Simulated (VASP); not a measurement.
**Zn2C in VASP 6.6.1, relaxation**

INCAR

```
GGA = PE
NBANDS = 21
ENCUT = 300
ISIF = 3
LREAL = .FALSE.
EDIFF = 1E-7
IBRION = 2
NELM = 79
PREC = Accurate
LCHARG = .FALSE.
LWAVE = .FALSE.
LASPH = .TRUE.
NSW = 40
EDIFFG = 0.001
ISMEAR = -1
SIGMA = 0.02
```

KPOINTS

```
KPOINTS created by Atomic Simulation Environment
0
Gamma
8 8 8
0 0 0
```

POSCAR

```
C  Zn
 1.0000000000000000
     0.0000000000000000    2.2804873752999999    2.2804873752999999
     2.2804873752999999    0.0000000000000000    2.2804873752999999
     2.2804873752999999    2.2804873752999999    0.0000000000000000
 C   Zn
   1   2
Cartesian
  0.0000000000000000  0.0000000000000000  0.0000000000000000
  1.1402436876499999  1.1402436876499999  1.1402436876499999
  3.4207310629499998  3.4207310629499998  3.4207310629499998
```

The recommended PBE PAW datasets give the neutral cell 28 valence electrons.

Command

```
mpirun -np 1 vasp_std
```

Task: Predict the outcome of this run.

Result: It converged. Results: relaxed cell vector lengths 3.548, 3.548, 3.548 Å; relaxed cell volume 31.59 Å³.

OSZICAR

```
N       E                     dE             d eps       ncg     rms          rms(c)
DAV:   1     0.112926562981E+03    0.11293E+03   -0.96639E+03  1279   0.154E+03
DAV:   2    -0.267524216436E+01   -0.11560E+03   -0.11084E+03  1253   0.271E+02
DAV:   3    -0.865989651684E+01   -0.59847E+01   -0.59468E+01  1383   0.665E+01
DAV:   4    -0.870140234692E+01   -0.41506E-01   -0.41497E-01  1293   0.537E+00
DAV:   5    -0.870151073827E+01   -0.10839E-03   -0.10839E-03  1413   0.261E-01    0.223E+01
DAV:   6    -0.602247179338E+01    0.26790E+01   -0.43879E+00  1755   0.550E+01    0.149E+01
DAV:   7    -0.595934494627E+01    0.63127E-01   -0.12357E+00  1288   0.108E+01    0.733E+00
DAV:   8    -0.592746623067E+01    0.31879E-01   -0.15883E-02  1448   0.184E+00    0.184E+00
DAV:   9    -0.592518315555E+01    0.22831E-02   -0.19934E-03  1563   0.470E-01    0.948E-02
DAV:  10    -0.592522754045E+01   -0.44385E-04   -0.23013E-04  1626   0.166E-01    0.257E-02
...
DAV:   1    -0.850664694190E+01   -0.24111E-01   -0.22249E-01  1388   0.882E+00    0.103E+00
DAV:   2    -0.848746318141E+01    0.19184E-01   -0.51624E-02  1358   0.539E+00    0.413E-01
DAV:   3    -0.848539087887E+01    0.20723E-02   -0.97875E-04  1263   0.262E-01    0.208E-01
DAV:   4    -0.848476458357E+01    0.62630E-03   -0.13602E-04  1635   0.216E-01    0.593E-02
DAV:   5    -0.848469189513E+01    0.72688E-04   -0.73112E-05  1771   0.102E-01    0.486E-03
DAV:   6    -0.848469169188E+01    0.20325E-06   -0.12920E-05  1263   0.260E-02    0.310E-03
DAV:   7    -0.848469082278E+01    0.86910E-06   -0.61671E-07  1425   0.170E-02    0.193E-03
DAV:   8    -0.848469051198E+01    0.31080E-06   -0.23005E-07   841   0.893E-03    0.473E-04
DAV:   9    -0.848469054073E+01   -0.28754E-07   -0.16315E-08   634   0.111E-03
   5 F= -.84846905E+01 E0= -.84846521E+01  d E =-.255946E+01
```

Standard output (part)

```
POSCAR found type information on POSCAR C Zn
 POSCAR found :  2 types and       3 ions
 LDA part: xc-table for (Slater+PW92), standard interpolation
 POSCAR, INCAR and KPOINTS ok, starting setup
 WAVECAR not read
 entering main loop
 curvature:   0.00 expect dE= 0.000E+00 dE for cont linesearch  0.000E+00
 search vector abs. value=  0.171E+02
 bond charge predicted
 trial-energy change:    7.547738  1 .order   14.331858  -17.062440   45.726156
 bond charge predicted
 curvature:  -0.13 expect dE=-0.151E+00 dE for cont linesearch -0.151E+00
 ZBRENT: interpolating
 opt :   0.3415  next Energy=    -8.486598 (dE=-0.256E+01)
 bond charge predicted
 curvature:  -0.17 expect dE=-0.211E-02 dE for cont linesearch -0.211E-02
 ZBRENT: interpolating
 opt :   0.3315  next Energy=    -8.484885 (dE=-0.256E+01)
 bond charge predicted
 curvature:  -0.19 expect dE=-0.259E-05 dE for cont linesearch -0.259E-05
 search vector abs. value=  0.136E-04
 reached required accuracy - stopping structural energy minimisation
```

```
ionic step  ΔE (meV/atom)  volume (Å³)  largest force (eV/Å)  pressure (GPa)  electronic steps
         1            0.0        23.72                 0.000          127.03                13
         2         2515.9        52.40                 0.000         -154.09                13
         3         -787.5        34.25                 0.000          -22.98                13
         4         -852.4        31.85                 0.000           -2.54                12
         5         -853.2        31.59                 0.000           -0.09                 9
```

These settings aren't sound, so the numbers aren't properties of the crystal. The volume moved far on the plane waves of the start cell, so a restart from CONTCAR is due.

On sound settings the PBE relaxation ends at 35.45 Å³.
